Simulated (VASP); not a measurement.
# Ga2SnSe (P-4m2) in VASP: single point with r2SCAN

Aim: the single point of Ga2SnSe with r2SCAN.

Program: VASP 6.6.1. These are calculated values, not measurements. Logs are shortened: lines on timing, memory, paths and dates and some standing lists are left out, and cuts for length are marked.

## Step 1: The structure

The structure is tetragonal, space group P-4m2 (No. 115). The conventional cell has a = 4.446 Å, b = 4.446 Å, c = 5.766 Å, α = 90.00°, β = 90.00°, γ = 90.00°. Ga (site symmetry 2mm) has 2 Sn at 2.63 Å and 2 Se at 2.67 Å as nearest neighbours. Sn (site symmetry -4m2) has 4 Ga at 2.63 Å as nearest neighbours. Se (site symmetry -4m2) has 4 Ga at 2.67 Å as nearest neighbours.

The cell was built by a generator and needn't be a form met in nature.

## Step 2: Single point, r2SCAN

INCAR reads:

```
PREC = Accurate ; ENCUT = 520
EDIFF = 1E-6 ; ISMEAR = 0
SIGMA = 0.1 ; LREAL = False
LASPH = True ; NELM = 150
ALGO = Normal ; ISIF = 2
LWAVE = False ; LCHARG = False
METAGGA = R2SCAN ; LMIXTAU = True
KPAR = 2
```

KPOINTS reads:

```
regular mesh
0
Gamma
  8 8 6
```

POSCAR reads:

```
Ga2SnSe
1.0
    4.4460000000      0.0000000000      0.0000000000
    0.0000000000      4.4460000000      0.0000000000
    0.0000000000      0.0000000000      5.7660600000
Ga Sn Se
2 1 1
Direct
    0.0000000000      0.5000000000      0.2572480000
    0.5000000000      0.0000000000      0.7427520000
    0.5000000000      0.5000000000      0.5000000000
    0.0000000000      0.0000000000      0.0000000000
```

Potentials or basis: VASP PAW PBE potentials, release 64 (Ga_d, Sn_d, Se).

Launch:

```sh
cat potpaw_PBE.64/Ga_d/POTCAR potpaw_PBE.64/Sn_d/POTCAR potpaw_PBE.64/Se/POTCAR > POTCAR
mpirun -np 2 vasp_std > vasp.out
```

OUTCAR:

```text
PREC = Accurate
   ENCUT = 520
   EDIFF = 1E-6
   ISMEAR = 0
   LREAL = False
   LASPH = True
   NELM = 150
   ISIF = 2
   METAGGA = R2SCAN

 ion  position               nearest neighbor table
   1  0.000  0.500  0.257-   3 2.63   3 2.63   4 2.67   4 2.67
   2  0.500  0.000  0.743-   3 2.63   3 2.63   4 2.67   4 2.67
   3  0.500  0.500  0.500-   1 2.63   2 2.63   2 2.63   1 2.63
   4  0.000  0.000  0.000-   1 2.67   2 2.67   1 2.67   2 2.67

  LATTYP: Found a simple tetragonal cell.
 ALAT       =     4.4460000000
 C/A-ratio  =     1.2969095816

  Lattice vectors:

 A1 = (   4.4460000000,   0.0000000000,   0.0000000000)
 A2 = (   0.0000000000,   4.4460000000,   0.0000000000)
 A3 = (   0.0000000000,   0.0000000000,   5.7660600000)

Analysis of symmetry for initial positions (statically):
=====================================================================
 Subroutine PRICEL returns:
 Original cell was already a primitive cell.

 Routine SETGRP: Setting up the symmetry group for a
 simple tetragonal supercell.

 Subroutine GETGRP returns: Found  8 space group operations
 (whereof  8 operations were pure point group operations)
 out of a pool of 16 trial point group operations.

The static configuration has the point symmetry D_2d.

Analysis of symmetry for dynamics (positions and initial velocities):
=====================================================================
 Subroutine PRICEL returns:
 Original cell was already a primitive cell.

 Routine SETGRP: Setting up the symmetry group for a
 simple tetragonal supercell.

 Subroutine GETGRP returns: Found  8 space group operations
 (whereof  8 operations were pure point group operations)
 out of a pool of 16 trial point group operations.

The dynamic configuration has the point symmetry D_2d.

 Subroutine INISYM returns: Found  8 space group operations
 (whereof  8 operations are pure point group operations),
 and found     1 'primitive' translations

----------------------------------------------------------------------------------------

                                     Primitive cell

  volume of cell :     113.9772

  direct lattice vectors                    reciprocal lattice vectors
     4.446000000  0.000000000  0.000000000     0.224921278  0.000000000  0.000000000
     0.000000000  4.446000000  0.000000000     0.000000000  0.224921278  0.000000000
     0.000000000  0.000000000  5.766060000     0.000000000  0.000000000  0.173428650

  length of vectors
     4.446000000  4.446000000  5.766060000     0.224921278  0.224921278  0.173428650

  position of ions in fractional coordinates (direct lattice)
     0.000000000  0.500000000  0.257248000
     0.500000000  0.000000000  0.742752000
     0.500000000  0.500000000  0.500000000
     0.000000000  0.000000000  0.000000000

  ion indices of the primitive-cell ions
   primitive index   ion index
                 1           1
                 2           2
                 3           3
                 4           4

----------------------------------------------------------------------------------------

 KPOINTS: regular mesh

Automatic generation of k-mesh.
 Grid dimensions read from file:
 generate k-points for:    8    8    6

 Generating k-lattice:

  Cartesian coordinates                     Fractional coordinates (reciprocal lattice)
     0.028115160  0.000000000  0.000000000     0.125000000  0.000000000  0.000000000
     0.000000000  0.028115160  0.000000000     0.000000000  0.125000000  0.000000000
     0.000000000  0.000000000  0.028904775     0.000000000  0.000000000  0.166666667

  Length of vectors
     0.028115160  0.028115160  0.028904775

  Shift w.r.t. Gamma in fractional coordinates (k-lattice)
     0.000000000  0.000000000  0.000000000

 Subroutine IBZKPT returns following result:
 ===========================================

 Found     60 irreducible k-points:

 Following reciprocal coordinates:
            Coordinates               Weight
  0.000000  0.000000  0.000000      1.000000
  0.125000  0.000000  0.000000      4.000000
  0.250000  0.000000  0.000000      4.000000
  0.375000  0.000000  0.000000      4.000000
  0.500000  0.000000  0.000000      2.000000
  0.125000  0.125000  0.000000      4.000000
[... 16 lines left out ...]
  0.375000  0.125000  0.166667     16.000000
  0.500000  0.125000  0.166667      8.000000
 [... further k-points ...]
   k-points           NKPTS =     60   k-points in BZ     NKDIM =     60   number of bands    NBANDS=     27
   number of dos      NEDOS =    301   number of ions     NIONS =      4
   total plane-waves  NPLWV =  62208
   dimension x,y,z NGX =    36 NGY =   36 NGZ =   48
   dimension x,y,z NGXF=    72 NGYF=   72 NGZF=   96
   ions per type =               2   1   1
   NGX,Y,Z   is equivalent  to a cutoff of  13.46, 13.46, 13.84 a.u.
   NGXF,Y,Z  is equivalent  to a cutoff of  26.92, 26.92, 27.68 a.u.
 SYSTEM =  unknown system
   PREC   = accura    normal or accurate (medium, high low for compatibility)
   ISTART =      0    job   : 0-new  1-cont  2-samecut
   ICHARG =      2    charge: 1-file 2-atom 10-const
   ISPIN  =      1    spin polarized calculation?
   LNONCOLLINEAR =      F non collinear calculations
   LSORBIT =      F    spin-orbit coupling
   LASPH  =      T    aspherical Exc in radial PAW
   ENCUT  =  520.0 eV  38.22 Ry    6.18 a.u.   8.27  8.27 10.72*2*pi/ulx,y,z
   NELM   =    150;   NELMIN=  2; NELMDL= -5     # of ELM steps
   EDIFF  = 0.1E-05   stopping-criterion for ELM
   LREAL  =      F    real-space projection
   EDIFFG = 0.1E-04   stopping-criterion for IOM
   NSW    =      0    number of steps for IOM
   IBRION =     -1    ionic relax: 0-MD 1-quasi-New 2-CG
   NFREE  =      0    steps in history (QN), initial steepest desc. (CG)
   ISIF   =      2    stress and relaxation
   ISYM   =      2    0-nonsym 1-usesym 2-fastsym
   POTIM  = 0.5000    time-step for ionic-motion
   TEBEG  =    0.0;   TEEND  =   0.0 temperature during run
   PSTRESS=    0.0 pullay stress
   NELECT =      46.0000    total number of electrons
   NUPDOWN=      -1.0000    fix difference up-down
   EMIN   =  10.00;   EMAX   =-10.00  energy-range for DOS
   EFERMI =   0.00;   METHOD = LEGACY
   ISMEAR =     0;   SIGMA  =   0.10  broadening in eV -4-tet -1-fermi 0-gaus
   EFERMI_NEDOS =   21; number of points for ismear=-14 and -15
   IALGO  =     38    algorithm
   IMIX   =      4    mixing-type and parameters
     AMIX     =   0.40;   BMIX     =  1.00
     AMIX_MAG =   1.60;   BMIX_MAG =  1.00
  volume/ion in A,a.u.               =      28.49       192.29
  Fermi-wavevector in a.u.,A,eV,Ry     =   1.209822  2.286232 19.914424  1.463669
  Thomas-Fermi vector in A             =   2.345387
   LORBIT       =      0    0 simple, 1 ext, 2 COOP (PROOUT), +10 PAW based schemes
   METAGGA = R2SCAN    functional components
   LHFCALC =     F    Hartree Fock is set to
   AEXX    =    0.0000 exact exchange contribution
   IVDW    =     0    specifies the selected vdW correction
   LEPSILON=     F    determine dielectric tensor
   LRPA    =     F    only Hartree local field effects (RPA)
 non-spin polarized calculation
 Gauss-broadening in eV      SIGMA  =   0.10
  energy-cutoff  :      520.00
  volume of cell :      113.98
 maximum number of plane-waves:      3097
 NGX is ok and might be reduce to    36
   NGX = 17   NGY = 17   NGZ = 21

 number of electron      45.9999975 magnetization

 Free energy of the ion-electron system (eV)
  ---------------------------------------------------
  ext. energy  EPLUGINS =         0.00000000
  ---------------------------------------------------
  free energy    TOTEN  =       -62.78099104 eV

  energy without entropy =      -62.77955488  energy(sigma->0) =      -62.78027296

 E-fermi :   3.4178     XC(G=0):  -9.5960

 val. band max:        3.3084638750   @ k =   0.5000   0.0000   0.5000
 cond. band min:       3.4200990372   @ k =   0.1250   0.0000   0.0000
 fundamental gap:      0.1116351621
 Fermi energy:         3.4177852162

 k-point     1 :       0.0000    0.0000    0.0000
  band No.  band energies     occupation
      1     -18.0014      2.00000
      2     -17.9635      2.00000
      3     -17.9635      2.00000
      4     -17.9320      2.00000
      5     -17.9222      2.00000
      6     -12.1345      2.00000
[... 19 lines left out ...]
     26       5.4361      0.00000
     27       6.6725      0.00000

 k-point     2 :       0.1250    0.0000    0.0000
  band No.  band energies     occupation
      1     -18.0001      2.00000
      2     -17.9646      2.00000
      3     -17.9636      2.00000
      4     -17.9324      2.00000
      5     -17.9216      2.00000
      6     -12.1423      2.00000
[... 19 lines left out ...]
     26       5.9699      0.00000
     27       6.9392      0.00000

 k-point     3 :       0.2500    0.0000    0.0000
  band No.  band energies     occupation
      1     -17.9968      2.00000
      2     -17.9672      2.00000
      3     -17.9637      2.00000
      4     -17.9333      2.00000
      5     -17.9201      2.00000
      6     -12.1586      2.00000
[... 19 lines left out ...]
     26       6.5088      0.00000
     27       7.1904      0.00000

 k-point     4 :       0.3750    0.0000    0.0000
  band No.  band energies     occupation
      1     -17.9936      2.00000
      2     -17.9697      2.00000
      3     -17.9638      2.00000
      4     -17.9342      2.00000
      5     -17.9186      2.00000
      6     -12.1729      2.00000
[... 19 lines left out ...]
     26       7.2057      0.00000
     27       7.5700      0.00000
[... 516 lines left out ...]
      4     -17.9337      2.00000
      5     -17.9194      2.00000
      6     -12.1654      2.00000
[... 19 lines left out ...]
     26       6.4983      0.00000
     27       7.1599      0.00000

 k-point    23 :       0.3750    0.1250    0.1667
  band No.  band energies     occupation
      1     -17.9922      2.00000
      2     -17.9698      2.00000
      3     -17.9649      2.00000
      4     -17.9346      2.00000
      5     -17.9179      2.00000
      6     -12.1801      2.00000
[... 19 lines left out ...]
     26       6.7671      0.00000
     27       7.4919      0.00000

 k-point    24 :       0.5000    0.1250    0.1667
  band No.  band energies     occupation
      1     -17.9908      2.00000
      2     -17.9709      2.00000
      3     -17.9649      2.00000
      4     -17.9350      2.00000
      5     -17.9173      2.00000
      6     -12.1857      2.00000
[... 19 lines left out ...]
     26       6.6843      0.00000
     27       7.6134      0.00000

 [... further k-points ...]

------------------------ aborting loop because EDIFF is reached ----------------------------------------

  FORCE on cell =-STRESS in cart. coord.  units (eV):
  Direction    XX          YY          ZZ          XY          YZ          ZX
  --------------------------------------------------------------------------------------
  -------------------------------------------------------------------------------------
  Total       -1.5399406     -1.5399406     -1.3395156      0.0000000      0.0000000      0.0000000
  in kB      -21.6469387    -21.6469387    -18.8295644      0.0000000      0.0000000      0.0000000
  external PRESSURE =     -20.7078139 kB  Pullay stress =       0.0000000 kB

 VOLUME and BASIS-vectors are now :
 -----------------------------------------------------------------------------
  energy-cutoff  :      520.00
  volume of cell :      113.98
      direct lattice vectors                 reciprocal lattice vectors
     4.446000000  0.000000000  0.000000000     0.224921278  0.000000000  0.000000000
     0.000000000  4.446000000  0.000000000     0.000000000  0.224921278  0.000000000
     0.000000000  0.000000000  5.766060000     0.000000000  0.000000000  0.173428650

 POSITION                                       TOTAL-FORCE (eV/Angst)
 -----------------------------------------------------------------------------------
      0.00000      2.22300      1.48331         0.000000      0.000000      0.077550
      2.22300      0.00000      4.28275        -0.000000      0.000000     -0.077550
      2.22300      2.22300      2.88303        -0.000000      0.000000      0.000000
      0.00000      0.00000      0.00000        -0.000000      0.000000      0.000000
 -----------------------------------------------------------------------------------
    total drift:                                0.000000      0.000000      0.000000

  FREE ENERGIE OF THE ION-ELECTRON SYSTEM (eV)
  ---------------------------------------------------
  free  energy   TOTEN  =       -62.7809910423 eV

  energy  without entropy=      -62.7795548774  energy(sigma->0) =      -62.78027296
```

Wall time 3.4 min (2 MPI ranks of Intel Xeon Platinum 8488C (Sapphire Rapids), shared host); peak memory 0.38 GiB.

Results:

* Free energy: -62.7810 eV
* Pressure: -2.1 GPa
* Largest force: 0.078 eV/Å
* Band gap on the k mesh: none (metal or under the smearing width)

Forces on the atoms (eV/Å):
```
Ga   0.000  0.000  0.078
Ga   0.000  0.000 -0.078
Sn   0.000  0.000  0.000
Se   0.000  0.000  0.000
```

Levels at points of the mesh, in eV from the Fermi level:
```tsv
k point	band 21	band 22	band 23	band 24	band 25	band 26
(0.00, 0.00, 0.00)	-0.96	-0.42	0.04	0.04	1.76	2.02
(0.50, 0.00, 0.00)	-3.10	-2.62	-0.34	1.20	3.01	4.22
(0.50, 0.50, 0.00)	-2.60	-2.60	-1.24	1.15	1.67	1.67
(0.00, 0.00, 0.50)	-3.28	-0.79	-0.79	0.52	1.54	3.54
(0.50, 0.00, 0.50)	-2.00	-0.76	-0.19	-0.11	1.75	3.69
(0.50, 0.50, 0.50)	-3.38	-3.38	-2.19	3.70	3.70	3.71
```

Caveat: the PAW data sets were made with another functional, which shifts forces and pressure a little.
